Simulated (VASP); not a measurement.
All values below come from optB88-vdW, VASP's PBE PAW potentials (set 64) (plane waves; VASP).

VASP input:

### KPOINTS
```
k-points along high-symmetry lines
15
Line-mode
Reciprocal
  0.000000   0.000000   0.000000 ! GAMMA
  0.000000   0.500000   0.000000 ! X

  0.000000   0.500000   0.000000 ! X
  0.500000   0.500000   0.000000 ! M

  0.500000   0.500000   0.000000 ! M
  0.000000   0.000000   0.000000 ! GAMMA

  0.000000   0.000000   0.000000 ! GAMMA
  0.500000   0.500000   0.500000 ! R

  0.500000   0.500000   0.500000 ! R
  0.000000   0.500000   0.000000 ! X

  0.500000   0.500000   0.500000 ! R
  0.500000   0.500000   0.000000 ! M
```

POSCAR:
```
RuAl
1
    3.0020087574     0.0000000000     0.0000000000
   -0.0000000000     3.0020087574    -0.0000000000
    0.0000000000    -0.0000000000     3.0020087574
Al Ru
1 1
Direct
  0.5000000000   0.5000000000   0.5000000000
  0.0000000000   0.0000000000   0.0000000000
```

### INCAR
```
! general
SYSTEM   = RuAl
PREC     = Accurate
ENCUT    = 520
LREAL    = .False.
LASPH    = .True.
ICHARG   = 11

! electronic loop
EDIFF    = 1E-7
NELM     = 100
ALGO     = Normal
LMAXMIX  = 4

! smearing
ISMEAR   = 0
SIGMA    = 0.05

! functional
GGA      = BO
LUSE_VDW = .True.
AGGAC    = 0.0
PARAM1   = 0.1833333333
PARAM2   = 0.22

! output
LWAVE    = .False.
LCHARG   = .False.
LORBIT   = 11
```

POTCAR, in this order: Al Ru_pv (PBE.64 set). Program: vasp_std. Read from the step before: CHGCAR.

The run wrote:

OSZICAR:
```
       N       E                     dE             d eps       ncg     rms          rms(c)
DAV:   1     0.118461965031E+03    0.11846E+03   -0.95046E+03  2208   0.132E+03
DAV:   2    -0.655800677635E+01   -0.12502E+03   -0.11870E+03  2372   0.342E+02
DAV:   3    -0.881725794615E+01   -0.22593E+01   -0.22140E+01  2596   0.473E+01
DAV:   4    -0.884298828583E+01   -0.25730E-01   -0.25673E-01  2540   0.492E+00
DAV:   5    -0.884374449749E+01   -0.75621E-03   -0.75617E-03  2996   0.654E-01
DAV:   6    -0.884375537773E+01   -0.10880E-04   -0.10880E-04  2648   0.649E-02
DAV:   7    -0.884375556594E+01   -0.18821E-06   -0.18870E-06  2880   0.682E-03
DAV:   8    -0.884375556832E+01   -0.23786E-08   -0.29454E-08  1620   0.718E-04
   1 F= -.88437556E+01 E0= -.88432627E+01  d E =-.985788E-03
```

OUTCAR:
```
 val. band max:       11.3513283449   @ k =   0.3929   0.5000   0.3929

 cond. band min:      11.4700315909   @ k =   0.4286   0.4286   0.4286



 k-point     1 :       0.0000    0.0000    0.0000
  band No.  band energies     occupation
      1     -31.2475      2.00000
      2     -31.2475      2.00000
      3     -31.2475      2.00000
      4       0.9387      2.00000
      5       7.0352      2.00000
      6       7.0352      2.00000
      7      10.6526      2.00000
      8      10.6526      2.00000
      9      10.6526      2.00000
     10      16.5253      0.00000
     11      16.5253      0.00000
     12      16.5253      0.00000

 k-point     2 :       0.0000    0.0357    0.0000
  band No.  band energies     occupation
      1     -31.2500      2.00000
      2     -31.2473      2.00000
      3     -31.2473      2.00000
      4       0.9630      2.00000
      5       7.0437      2.00000
      6       7.0441      2.00000
      7      10.6214      2.00000
      8      10.6214      2.00000
      9      10.6556      2.00000
     10      16.3953      0.00000
     11      16.5752      0.00000
     12      16.5752      0.00000

 k-point     3 :       0.0000    0.0714    0.0000
  band No.  band energies     occupation
      1     -31.2576      2.00000
      2     -31.2467      2.00000
      3     -31.2467      2.00000
      4       1.0359      2.00000
      5       7.0688      2.00000
      6       7.0690      2.00000
      7      10.5318      2.00000
      8      10.5318      2.00000
      9      10.6644      2.00000
     10      16.0469      0.00000
     11      16.7209      0.00000
     12      16.7209      0.00000

 k-point     4 :       0.0000    0.1071    0.0000
  band No.  band energies     occupation
      1     -31.2696      2.00000
      2     -31.2456      2.00000
      3     -31.2456      2.00000
      4       1.1565      2.00000
      5       7.1048      2.00000
      6       7.1096      2.00000
      7      10.3945      2.00000
...
```

The density is held fixed in this step, so its total energy and stress have no physical meaning.

The compound is RuAl in the CsCl type structure. It was relaxed first. The electron count is odd and the run is not spin-polarised, which forces a metal.
